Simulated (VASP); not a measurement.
Consider the following.

```
CELL_PARAMETERS angstrom
     -1.97966     1.97966     1.97966
      1.97966    -1.97966     1.97966
      1.97966     1.97966    -1.97966
ATOMIC_POSITIONS crystal
  Pb 0.00000 0.00000 0.00000
```

All values below come from PBEsol GGA, VASP's PBE PAW potentials (set 64) (plane waves; VASP). Run with 300 eV cut-off, 15×15×15 Γ-centred mesh, Fermi-Dirac smearing of 0.10 eV, potentials Pb_d.

Give the energies of bands 6 to 10 at the high-symmetry points, in eV from the Fermi level.

```tsv
band	Γ	H	N	P
6	-11.59	-5.23	-7.85	-7.17
7	7.46	-0.33	-3.92	-0.98
8	7.46	-0.33	3.42	-0.98
9	7.46	-0.33	5.11	-0.98
10	11.11	4.58	7.46	16.61
```

It has no gap at this level: it comes out as a metal or semimetal.

The structure comes from a computed database's Pb entry (Im-3m); how it stands against other phases isn't given here. The cell was not relaxed at this level.
